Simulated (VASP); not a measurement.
An input for Quantum ESPRESSO's pw.x (written as the equivalent of a VASP run, and not itself run):

```
&CONTROL
  calculation = 'vc-relax'
  pseudo_dir = './pseudo'
  outdir = './out'
  tprnfor = .true.
  tstress = .true.
  nstep = 40
  forc_conv_thr = 0.00078
/
&SYSTEM
  ibrav = 0
  nat = 8
  ntyp = 2
  ecutwfc = 82
  occupations = 'smearing'
  smearing = 'methfessel-paxton'
  degauss = 0.00735
  input_dft = 'pbe'
/
&ELECTRONS
  conv_thr = 7.3e-08
  electron_maxstep = 100
/
&IONS
/
&CELL
  press = 450
/
ATOMIC_SPECIES
  Nb 92.906 Nb.upf
  Sn 118.710 Sn.upf
CELL_PARAMETERS angstrom
     4.9944257   -0.0000000    0.0000000
     0.0000000    4.9944257    0.0000000
    -0.0000000    0.0000000    4.9944257
ATOMIC_POSITIONS crystal
  Nb   0.2500000  1.0000000  0.5000000
  Nb   0.5000000  0.2500000  1.0000000
  Nb   0.5000000  0.7500000  0.0000000
  Nb   0.7500000  1.0000000  0.5000000
  Nb   1.0000000  0.5000000  0.7500000
  Nb   1.0000000  0.5000000  0.2500000
  Sn   0.5000000  0.5000000  0.5000000
  Sn   1.0000000  0.0000000  0.0000000
K_POINTS automatic
  6 6 6 0 0 0
```

**Question.** Write the VASP files for the same calculation (PBE).

**Answer.** Several could match; the one computed here: 
### INCAR
```
SYSTEM = Nb3Sn
PREC = Accurate
ENCUT = 500
EDIFF = 1E-6
NELM = 100
ALGO = Normal
LREAL = .FALSE.
LASPH = .TRUE.
ISMEAR = 1
SIGMA = 0.1
GGA = PE
LMAXMIX = 4
LWAVE = .FALSE.
LCHARG = .FALSE.
IBRION = 2
ISIF = 3
NSW = 40
EDIFFG = -0.02
PSTRESS = 450
```

**POSCAR**
```
Nb3Sn
1.0
  4.9944257042   0.0000000000   0.0000000000
  0.0000000000   4.9944257042   0.0000000000
  0.0000000000   0.0000000000   4.9944257042
Nb Sn
6 2
Cartesian
  1.2486064261   4.9944257042   2.4972128521
  2.4972128521   1.2486064261   4.9944257042
  2.4972128521   3.7458192781   0.0000000000
  3.7458192781   4.9944257042   2.4972128521
  4.9944257042   2.4972128521   3.7458192781
  4.9944257042   2.4972128521   1.2486064261
  2.4972128521   2.4972128521   2.4972128521
  4.9944257042   0.0000000000   0.0000000000
```

**KPOINTS**
```
Automatic mesh
0
Gamma
6 6 6
0 0 0
```

POTCAR, in this order: Nb_sv Sn_d (PBE.64 set). Program: vasp_std.

The two are equivalent in intent, not identical: the potentials are each code's own (VASP's PAW set, PseudoDojo norm-conserving files in pw.x), so ENCUT and ecutwfc are chosen apart and not converted; conv_thr bounds pw.x's estimated SCF error, while EDIFF bounds the energy change between steps; forc_conv_thr acts on force components and is met together with etot_conv_thr.

The compound is Nb3Sn in the A15 structure. This run relaxes it under an external pressure of 45 GPa. Symmetry was kept, so distortions that lower it aren't found.
